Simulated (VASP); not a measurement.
# HfSiO4 (Hafnon): cell size against the level of theory

How close do the usual functionals, with and without dispersion, come to the cell of HfSiO4 (Hafnon)? The levels: LDA, PBE, r2SCAN, PBE + D3(BJ), r2SCAN + rVV10, rev-vdW-DF2, BLYP + D3(BJ) and r2SCAN + D4. The start is a cell from a database of measured crystal structures.

Main program and level: VASP 6.6.1; LDA; plane waves and PAW (Hf_pv, Si, O), in the first sound run; inputs show where later runs differ.

**Measured values to reproduce.**

For HfSiO4, zircon-type tetragonal (literature hafnon), “The physical and mechanical properties of hafnium orthosilicate: experiments and first-principles calculations” (2020, arxiv:2003.07546) quotes earlier work: lattice constant a (a of conventional tetragonal cell) 6.5725 Å; lattice constant c (c of conventional tetragonal cell) 5.9632 Å.

Most raw output is cut from this account.

### 1. The starting structure

Before any relaxation, the start is as follows. The structure is tetragonal, space group I4_1/amd (No. 141). Conventional cell: a = 6.572 Å, b = 6.572 Å, c = 5.963 Å, α = 90.00°, β = 90.00°, γ = 90.00°. Nearest to Hf lie 8 O at 2.11 to 2.26 Å. Nearest to Si lie 4 O at 1.62 Å. O has 1 Si at 1.62 Å and 2 Hf at 2.11 to 2.26 Å nearest. Farther neighbours and most contacts between anions are not listed.

Structure file:

```xyz
12
Lattice="-3.2862 3.2862 2.9816 3.2862 -3.2862 2.9816 3.2862 3.2862 -2.9816" Properties=species:S:1:pos:R:3 pbc="T T T"
Hf    0.0000    3.2862    1.4908
Hf    0.0000    0.0000    0.0000
Si    3.2862    0.0000    1.4908
Si    0.0000    0.0000    2.9816
O     3.2862    2.0736   -1.0746
O     4.4989    0.0000    0.4162
O     0.0000    1.2126    1.9070
O     2.0736    0.0000    0.4162
O     3.2862    1.2126    2.5654
O     1.2126    0.0000    4.0562
O     3.2863   -1.2126    2.5654
O     2.0736    3.2862    1.0746
```

### 2. Relaxation with LDA

The start need not lie at this functional's minimum. ISIF = 3 frees volume, shape and positions, and EDIFFG sets the threshold on forces and stress at which the search stops. LDA, the lowest rung, knows the local density alone.

File INCAR:

```
SYSTEM = HfSiO4
PREC = Accurate
ENCUT = 560
EDIFF = 1E-06
NELM = 100
ISMEAR = -1
SIGMA = 0.05
LREAL = .FALSE.
ALGO = Normal
GGA = CA
NBANDS = 50
LASPH = .TRUE.
LORBIT = 11
LWAVE = .FALSE.
LCHARG = .FALSE.
KPAR = 8
IBRION = 2
NSW = 60
ISIF = 3
EDIFFG = -0.01
```

File POSCAR:

```
HfSiO4
1.0
   -3.2862500000      3.2862500000      2.9816000000
    3.2862500000     -3.2862500000      2.9816000000
    3.2862500000      3.2862500000     -2.9816000000
Hf Si O
2 2 8
Direct
    0.7500000000      0.2500000000      0.5000000000
    0.0000000000      0.0000000000      0.0000000000
    0.2500000000      0.7500000000      0.5000000000
    0.5000000000      0.5000000000      0.0000000000
    0.1353000000      0.3198000000      0.8155000000
    0.0698000000      0.7543000000      0.6845000000
    0.5043000000      0.3198000000      0.1845000000
    0.0698000000      0.3853000000      0.3155000000
    0.6147000000      0.9302000000      0.6845000000
    0.6802000000      0.8647000000      0.1845000000
    0.2457000000      0.9302000000      0.3155000000
    0.6802000000      0.4957000000      0.8155000000
```

File KPOINTS:

```
Automatic mesh
0
Gamma
5 5 5
0 0 0
```

PAW data sets: Hf_pv, Si and O (PBE family, release 64).

Command:

```console
$ mpirun -np 8 vasp_std
```

Elapsed: 3.8 min, on 8 MPI ranks of AMD EPYC 7R43, shared host; peak memory 2.9 GiB; 30 min of CPU time.

The gap is read on the k-mesh alone, so it is an upper bound where the band edges lie off the mesh. Harder data sets than Hf_pv exist (the GW ones), and pressures, volumes and forces can shift noticeably with them. The PAW data sets were made with PBE, though LDA sets exist; this is a small mismatch. The run keeps the 16 symmetry operations of its start, so it cannot find a distortion of lower symmetry.

Step by step:

| step | energy less that of the first step (eV) | largest force (eV/Å) | pressure (GPa) | volume (Å³) |
| --- | --- | --- | --- | --- |
| 1 | 0.0000 | 0.6502 | -4.94 | 128.80 |
| 2 | 0.0030 | 0.7358 | 5.53 | 122.73 |
| 3 | -0.0908 | 0.0639 | -0.06 | 125.72 |
| 4 | -0.0908 | 0.0666 | 0.04 | 125.66 |
| 5 | -0.0923 | 0.0270 | 0.21 | 125.59 |
| 6 | -0.0923 | 0.0244 | 0.25 | 125.58 |
| 7 | -0.0923 | 0.0362 | -0.34 | 125.85 |
| 8 | -0.0925 | 0.0127 | -0.03 | 125.71 |
| 9 | -0.0926 | 0.0047 | -0.03 | 125.73 |

| conventional cell, symmetrised | before | after | change |
| --- | --- | --- | --- |
| a (Å) | 6.572 | 6.513 | -0.9 % |
| b (Å) | 6.572 | 6.513 | -0.9 % |
| c (Å) | 5.963 | 5.929 | -0.6 % |
| volume (Å³/atom) | 10.73 | 10.48 | -2.4 % |

The atoms that moved most (Å, as changes of fractional coordinates times the final cell):

| atom | dx | dy | dz | length |
| --- | --- | --- | --- | --- |
| O8 | -0.007 | 0.000 | -0.015 | 0.017 |
| O5 | 0.000 | -0.007 | -0.015 | 0.017 |
| O10 | 0.007 | 0.000 | 0.015 | 0.017 |
| O9 | 0.000 | 0.007 | 0.015 | 0.017 |
| O12 | -0.007 | 0.000 | 0.015 | 0.017 |
| O6 | 0.007 | 0.000 | -0.015 | 0.017 |
| O11 | 0.000 | -0.007 | 0.015 | 0.017 |
| O7 | 0.000 | 0.007 | -0.015 | 0.017 |

Final coordinates:

```xyz
12
Lattice="-3.2563 3.2563 2.9644 3.2563 -3.2563 2.9644 3.2563 3.2563 -2.9644" Properties=species:S:1:pos:R:3 pbc="T T T"
Hf    0.0000    3.2563    1.4822
Hf    0.0000    0.0000    0.0000
Si    3.2563    0.0000    1.4822
Si    0.0000    0.0000    2.9644
O     3.2563    2.0479   -1.0838
O     4.4647    0.0000    0.3983
O     0.0000    1.2084    1.8805
O     2.0479    0.0000    0.3983
O     3.2563    1.2084    2.5660
O     1.2084    0.0000    4.0482
O     3.2563   -1.2084    2.5660
O     2.0479    3.2563    1.0838
```

This step gave:

| Property | Result |
| --- | --- |
| electrons | 76 |
| bands | 50 |
| irreducible k-points | 18 |
| symmetry operations | 16 |
| free energy (TOTEN) | -119.1024 eV |
| Fermi energy | 4.184 eV |
| pressure | -0.03352 GPa |
| metallic | no |
| valence top at k | 0, 0, 0 |
| conduction bottom at k | 0.2, 0.2, 0.2 |
| least direct gap at k | 0.2, 0.2, 0.2 |
| SCF cycles over all ionic steps | 69 |
| gap on the k-mesh | 5.428 eV |
| least direct gap on the k-mesh | 5.826 eV |

It ends with a largest force of 0.005 eV/Å and a pressure of -0.03 GPa. The volume lies -2.4 % from that of the database's start, which holds the thermal and zero-point expansion of its experiment. The conventional cell has a = 6.513 and c = 5.929 Å.

### 3. Relaxation with PBE

This step: PBE; plane waves and PAW (Hf_pv, Si, O) (VASP 6.6.1).

PBE, the usual starting point, adds the gradient of the density.

INCAR, as its differences from that of step 2:

```diff
@@ -9,3 +9,3 @@
 ALGO = Normal
-GGA = CA
+GGA = PE
 NBANDS = 50
```

POSCAR is that of step 2.

KPOINTS is that of step 2.

Command:

```console
$ mpirun -np 8 vasp_std
```

It took 3.8 min on 8 MPI ranks; peak memory 3.2 GiB; 30 min of CPU time.

Step by step:

| step | energy less that of the first step (eV) | largest force (eV/Å) | pressure (GPa) | volume (Å³) |
| --- | --- | --- | --- | --- |
| 1 | 0.0000 | 0.5291 | 5.69 | 128.80 |
| 2 | 0.1577 | 1.1555 | -8.54 | 136.04 |
| 3 | -0.0595 | 0.1224 | 0.39 | 131.20 |
| 4 | -0.0595 | 0.1113 | 0.48 | 131.15 |
| 5 | -0.0611 | 0.0742 | -0.25 | 131.78 |
| 6 | -0.0615 | 0.0427 | -0.08 | 131.58 |
| 7 | -0.0620 | 0.0251 | -0.01 | 131.58 |
| 8 | -0.0623 | 0.0081 | 0.05 | 131.58 |

| conventional cell, symmetrised | before | after | change |
| --- | --- | --- | --- |
| a (Å) | 6.572 | 6.620 | +0.7 % |
| b (Å) | 6.572 | 6.620 | +0.7 % |
| c (Å) | 5.963 | 6.005 | +0.7 % |
| volume (Å³/atom) | 10.73 | 10.96 | +2.2 % |

The relaxed structure:

```xyz
12
Lattice="-3.3099 3.3099 3.0026 3.3099 -3.3099 3.0026 3.3099 3.3099 -3.0026" Properties=species:S:1:pos:R:3 pbc="T T T"
Hf    0.0000    3.3099    1.5013
Hf    0.0000    0.0000    0.0000
Si    3.3099    0.0000    1.5013
Si    0.0000    0.0000    3.0026
O     3.3099    2.0871   -1.0907
O     4.5326    0.0000    0.4106
O     0.0000    1.2228    1.9119
O     2.0871    0.0000    0.4106
O     3.3099    1.2228    2.5920
O     1.2228    0.0000    4.0933
O     3.3099   -1.2228    2.5920
O     2.0871    3.3099    1.0907
```

Numbers from this step:

* free energy (TOTEN): -108.6699 eV
* Fermi energy: 4.145 eV
* pressure: 0.04716 GPa
* least direct gap at k: 0, 0, 0
* SCF cycles over all ionic steps: 62
* gap on the k-mesh: 5.331 eV
* least direct gap on the k-mesh: 5.691 eV

It ends at 10.96 Å³/atom, +2.2 % from the start, with 0.05 GPa left. The conventional cell has a = 6.620 and c = 6.005 Å.

### 4. Relaxation with r2SCAN

This step: r2SCAN; plane waves and PAW (Hf_pv, Si, O) (VASP 6.6.1).

r2SCAN adds the kinetic-energy density, costs more than a GGA and is run with LASPH.

INCAR, as its differences from that of step 3:

```diff
@@ -9,5 +9,5 @@
 ALGO = Normal
-GGA = PE
+METAGGA = R2SCAN
+LASPH = .TRUE.
 NBANDS = 50
-LASPH = .TRUE.
 LORBIT = 11
```

POSCAR is that of step 3.

KPOINTS is that of step 3.

Command:

```console
$ mpirun -np 8 vasp_std
```

The job ended after 13 min (8 MPI ranks; peak memory 3.1 GiB).

The PAW data sets were made with PBE, which is usual practice but a small mismatch for other functionals.

Step by step:

| step | energy less that of the first step (eV) | largest force (eV/Å) | pressure (GPa) | volume (Å³) |
| --- | --- | --- | --- | --- |
| 1 | 0.0000 | 0.2735 | -0.80 | 128.80 |
| 2 | 0.0049 | 0.4217 | 0.13 | 127.80 |
| 3 | -0.0076 | 0.0359 | -0.45 | 128.36 |
| 4 | -0.0073 | 0.0419 | 0.72 | 127.79 |
| 5 | -0.0080 | 0.0051 | 0.05 | 128.11 |
| 6 | -0.0080 | 0.0058 | 0.08 | 128.10 |
| 7 | -0.0082 | 0.0064 | -0.01 | 128.12 |

| conventional cell, symmetrised | before | after | change |
| --- | --- | --- | --- |
| a (Å) | 6.572 | 6.555 | -0.3 % |
| b (Å) | 6.572 | 6.555 | -0.3 % |
| c (Å) | 5.963 | 5.964 | +0.0 % |
| volume (Å³/atom) | 10.73 | 10.68 | -0.5 % |

Final coordinates:

```
Hf Si O
1.0
    -3.27735    3.27735    2.98206
     3.27735   -3.27735    2.98206
     3.27735    3.27735   -2.98206
Hf Si O
2 2 8
Direct
  0.75000 0.25000 0.50000
  0.00000 0.00000 0.00000
  0.25000 0.75000 0.50000
  0.50000 0.50000 0.00000
  0.13406 0.31922 0.81484
  0.06922 0.75438 0.68516
  0.50438 0.31922 0.18516
  0.06922 0.38406 0.31484
  0.61594 0.93078 0.68516
  0.68078 0.86594 0.18516
  0.24562 0.93078 0.31484
  0.68078 0.49562 0.81484
```

It ends at 10.68 Å³/atom, -0.5 % from the start, with -0.01 GPa left. The conventional cell has a = 6.555 and c = 5.964 Å.

### 5. Relaxation with PBE + D3(BJ)

This step: PBE with D3(BJ); plane waves and PAW (Hf_pv, Si, O) (VASP 6.6.1).

A dispersion term adds the long-range attraction that semilocal functionals lack. D3 with Becke-Johnson damping keeps a finite attraction at short range.

INCAR, as its differences from that of step 4:

```diff
@@ -9,5 +9,6 @@
 ALGO = Normal
-METAGGA = R2SCAN
+GGA = PE
+IVDW = 12
+NBANDS = 50
 LASPH = .TRUE.
-NBANDS = 50
 LORBIT = 11
```

POSCAR is that of step 4.

KPOINTS is that of step 4.

Command:

```console
$ mpirun -np 8 vasp_std
```

Elapsed: 2.6 min, on 8 MPI ranks; peak memory 3.4 GiB; 21 min of CPU time.

Relaxation path:

| step | energy less that of the first step (eV) | largest force (eV/Å) | pressure (GPa) | volume (Å³) |
| --- | --- | --- | --- | --- |
| 1 | 0.0000 | 0.5284 | 2.45 | 128.80 |
| 2 | 0.0808 | 1.0010 | -5.01 | 131.88 |
| 3 | -0.0249 | 0.0268 | -0.14 | 129.78 |
| 4 | -0.0249 | 0.0289 | -0.09 | 129.76 |
| 5 | -0.0252 | 0.0108 | 0.08 | 129.64 |
| 6 | -0.0252 | 0.0089 | 0.13 | 129.62 |

| conventional cell, symmetrised | before | after | change |
| --- | --- | --- | --- |
| a (Å) | 6.572 | 6.581 | +0.1 % |
| b (Å) | 6.572 | 6.581 | +0.1 % |
| c (Å) | 5.963 | 5.986 | +0.4 % |
| volume (Å³/atom) | 10.73 | 10.80 | +0.6 % |

Final coordinates:

```xyz
12
Lattice="-3.2904 3.2904 2.9931 3.2904 -3.2904 2.9931 3.2904 3.2904 -2.9931" Properties=species:S:1:pos:R:3 pbc="T T T"
Hf    0.0000    3.2904    1.4965
Hf    0.0000    0.0000    0.0000
Si    3.2904    0.0000    1.4965
Si    0.0000    0.0000    2.9931
O     3.2904    2.0704   -1.0851
O     4.5104    0.0000    0.4114
O     0.0000    1.2200    1.9079
O     2.0704    0.0000    0.4114
O     3.2904    1.2200    2.5817
O     1.2200    0.0000    4.0782
O     3.2904   -1.2200    2.5817
O     2.0704    3.2904    1.0851
```

It ends at 10.80 Å³/atom, +0.6 % from the start, with 0.13 GPa left. The conventional cell has a = 6.581 and c = 5.986 Å. Against plain PBE, the dispersion term moves a by -0.6 % and c by -0.3 %.

### 6. Relaxation with r2SCAN + rVV10

This step: r2SCAN with rVV10; plane waves and PAW (Hf_pv, Si, O) (VASP 6.6.1).

LUSE_VDW switches on a nonlocal correlation term for dispersion.

INCAR, as its differences from that of step 5:

```diff
@@ -9,6 +9,9 @@
 ALGO = Normal
-GGA = PE
-IVDW = 12
+METAGGA = R2SCAN
+LUSE_VDW = .TRUE.
+IVDW_NL = 2
+BPARAM = 11.95
+CPARAM = 0.0093
+LASPH = .TRUE.
 NBANDS = 50
-LASPH = .TRUE.
 LORBIT = 11
```

POSCAR is that of step 5.

KPOINTS is that of step 5.

Command:

```console
$ mpirun -np 8 vasp_std
```

It took 34 min on 8 MPI ranks; peak memory 6.1 GiB; 4.5 h of CPU time.

It ends at 10.62 Å³/atom, -1.0 % from the start, with -0.01 GPa left. The conventional cell has a = 6.540 and c = 5.961 Å. Against plain r2SCAN, the dispersion term moves a by -0.2 % and c by -0.0 %.

### 7. Relaxation with rev-vdW-DF2

This step: rev-vdW-DF2; plane waves and PAW (Hf_pv, Si, O) (VASP 6.6.1).

rev-vdW-DF2 revises the exchange of vdW-DF2 for solids.

INCAR, as its differences from that of step 6:

```diff
@@ -9,7 +9,8 @@
 ALGO = Normal
-METAGGA = R2SCAN
+GGA = MK
+AGGAC = 0
 LUSE_VDW = .TRUE.
-IVDW_NL = 2
-BPARAM = 11.95
-CPARAM = 0.0093
+PARAM1 = 0.1234
+PARAM2 = 0.711357
+ZAB_VDW = -1.8867
 LASPH = .TRUE.
```

POSCAR is that of step 6.

KPOINTS is that of step 6.

Command:

```console
$ mpirun -np 8 vasp_std
```

The job ended after 14 min (8 MPI ranks; peak memory 7.2 GiB; 1.8 h of CPU time).

It ends at 10.82 Å³/atom, +0.8 % from the start, with 0.12 GPa left. The conventional cell has a = 6.578 and c = 5.999 Å.

### 8. Relaxation with BLYP + D3(BJ)

This step: BLYP with D3(BJ); plane waves and PAW (Hf_pv, Si, O) (VASP 6.6.1).

BLYP comes from molecular chemistry and underbinds dense solids.

File INCAR:

```
SYSTEM = HfSiO4
PREC = Accurate
ENCUT = 560
EDIFF = 1E-06
NELM = 100
ISMEAR = -1
SIGMA = 0.05
LREAL = .FALSE.
ALGO = Normal
GGA = B5
ALDAX = 1
AGGAX = 1
AGGAC = 1
ALDAC = 0
IVDW = 12
VDW_S6 = 1
VDW_S8 = 2.6996
VDW_A1 = 0.4298
VDW_A2 = 4.2359
NBANDS = 50
LASPH = .TRUE.
LORBIT = 11
LWAVE = .FALSE.
LCHARG = .FALSE.
KPAR = 8
IBRION = 2
NSW = 60
ISIF = 3
EDIFFG = -0.01
```

POSCAR is that of step 7.

KPOINTS is that of step 7.

Command:

```console
$ mpirun -np 8 vasp_std
```

The job ended after 11 min (8 MPI ranks; peak memory 3.3 GiB; 84 min of CPU time).

It ends at 10.88 Å³/atom, +1.3 % from the start, with -0.01 GPa left. The conventional cell has a = 6.586 and c = 6.019 Å.

### 9. Relaxation with r2SCAN + D4

This step: r2SCAN with D4; plane waves and PAW (Hf_pv, Si, O) (VASP 6.6.1).

D4 lets the coefficients depend on atomic charges too.

File INCAR:

```
SYSTEM = HfSiO4
PREC = Accurate
ENCUT = 560
EDIFF = 1E-06
NELM = 100
ISMEAR = -1
SIGMA = 0.05
LREAL = .FALSE.
ALGO = Normal
METAGGA = R2SCAN
IVDW = 13
VDW_S6 = 1
VDW_S8 = 0.6018749
VDW_A1 = 0.51559235
VDW_A2 = 5.77342911
LASPH = .TRUE.
NBANDS = 50
LORBIT = 11
LWAVE = .FALSE.
LCHARG = .FALSE.
KPAR = 8
IBRION = 2
NSW = 60
ISIF = 3
EDIFFG = -0.01
```

POSCAR is that of step 8.

KPOINTS is that of step 8.

Command:

```console
$ mpirun -np 8 vasp_std
```

Elapsed: 15 min, on 8 MPI ranks; peak memory 3.1 GiB.

It ends at 10.62 Å³/atom, -1.0 % from the start, with -0.02 GPa left. The conventional cell has a = 6.542 and c = 5.958 Å. Against plain r2SCAN, the dispersion term moves a by -0.2 % and c by -0.1 %.

### 10. The cells as a table

This step: relaxed cells at several levels; plane waves and PAW (VASP 6.6.1).

Derived from the runs above.

Lengths are those of the conventional cell; cost is the wall time of each run, as given at its step, times its ranks, without the set-up around it. Results by level, by row:

| level | volume (Å³/atom) | change from the start (%) | a (Å) | c (Å) | cost (core minutes) |
| --- | --- | --- | --- | --- | --- |
| LDA | 10.48 | -2.4 | 6.513 | 5.929 | 30.3 |
| PBE | 10.96 | 2.2 | 6.62 | 6.005 | 30.4 |
| r2SCAN | 10.68 | -0.5 | 6.555 | 5.964 | 104 |
| PBE + D3(BJ) | 10.8 | 0.6 | 6.581 | 5.986 | 20.8 |
| r2SCAN + rVV10 | 10.62 | -1 | 6.54 | 5.961 | 271 |
| rev-vdW-DF2 | 10.82 | 0.8 | 6.578 | 5.999 | 110 |
| BLYP + D3(BJ) | 10.88 | 1.3 | 6.586 | 6.019 | 85.1 |
| r2SCAN + D4 | 10.62 | -1 | 6.542 | 5.958 | 116 |

### 11. What came out

| Property | Result |
| --- | --- |
| volume, LDA | 10.48 Å³/atom |
| volume, PBE | 10.96 Å³/atom |
| volume, r2SCAN | 10.68 Å³/atom |
| volume, PBE + D3(BJ) | 10.80 Å³/atom |
| volume, r2SCAN + rVV10 | 10.62 Å³/atom |
| volume, rev-vdW-DF2 | 10.82 Å³/atom |
| volume, BLYP + D3(BJ) | 10.88 Å³/atom |
| volume, r2SCAN + D4 | 10.62 Å³/atom |

For HfSiO4 (Hafnon) the levels give volumes between 10.48 Å³/atom (LDA) and 10.96 Å³/atom (PBE), a spread of 4.7 %, while the cost of the finished runs spans a factor of 13. Within 1 % of experiment on every length: LDA, PBE, r2SCAN, PBE + D3(BJ), r2SCAN + rVV10, rev-vdW-DF2, BLYP + D3(BJ) and r2SCAN + D4. The nearest, r2SCAN, took 5.0 times the core time of PBE + D3(BJ) and lowers the largest miss from 0.38 to 0.27 %. Thermal and zero-point expansion, often some tenths of a per cent in length, bear on this order: with the measured lengths lowered by an assumed 0.4 % the nearest becomes r2SCAN + D4. The costs hold the number of ionic steps as well as the price of the functional. The closing table has room for seven levels; r2SCAN + D4 stands in the table of levels alone. Adding D3(BJ) to PBE changes the volume by -1.5 % (a by -0.6 % and c by -0.3 %). Adding rVV10 to r2SCAN changes the volume by -0.5 % (a by -0.2 % and c by -0.0 %). Adding D4 to r2SCAN changes the volume by -0.5 % (a by -0.2 % and c by -0.1 %). Within 0.02 Å all end in space group I4_1/amd; the runs can't lower the symmetry of the start. Spin-orbit coupling is left out. Each is a single relaxation on the plane waves of the start cell, so larger changes of volume carry a basis-set error that was not tested here.

Computed beside measured:

| quantity | measured | LDA | PBE | r2SCAN | PBE + D3(BJ) | r2SCAN + rVV10 | rev-vdW-DF2 | BLYP + D3(BJ) |
| --- | --- | --- | --- | --- | --- | --- | --- | --- |
| lattice constant a (Å) | 6.5725 | 6.513 (-0.9 %) | 6.620 (+0.7 %) | 6.555 (-0.3 %) | 6.581 (+0.1 %) | 6.540 (-0.5 %) | 6.578 (+0.1 %) | 6.586 (+0.2 %) |
| lattice constant c (Å) | 5.9632 | 5.929 (-0.6 %) | 6.005 (+0.7 %) | 5.964 (+0.0 %) | 5.986 (+0.4 %) | 5.961 (-0.0 %) | 5.999 (+0.6 %) | 6.019 (+0.9 %) |

Measured values from arxiv:2003.07546 (2020).

Verdict: For the lattice constant a, of the levels listed nearest comes rev-vdW-DF2 (+0.1 %, good agreement) and farthest LDA (-0.9 %, fair agreement). For the lattice constant c, of the levels listed nearest comes r2SCAN (+0.0 %, good agreement) and farthest BLYP + D3(BJ) (+0.9 %, fair agreement). The grades are ours: good and fair within 0.7 and 1.5 % for the lattice constant a and 0.8 and 2 % for the lattice constant c. For lattice constants the calculation has a static lattice, without zero-point motion or thermal expansion.

[Lines on the potential files, build, host, timing and source positions are cut from VASP's logs without a mark.]

[Logs are printed without paths, hosts, clocks, repeated set-up lines and the standing remarks that a program may print on its own settings, such as how far it seeks lower states.]

[Hosts, paths, dates, database ids (printed as entryN), source tags and the programs' standing remarks are cut or masked in the printed files.]

[A measured line is paired with the nearest computed mode of its activity, which favours agreement.]
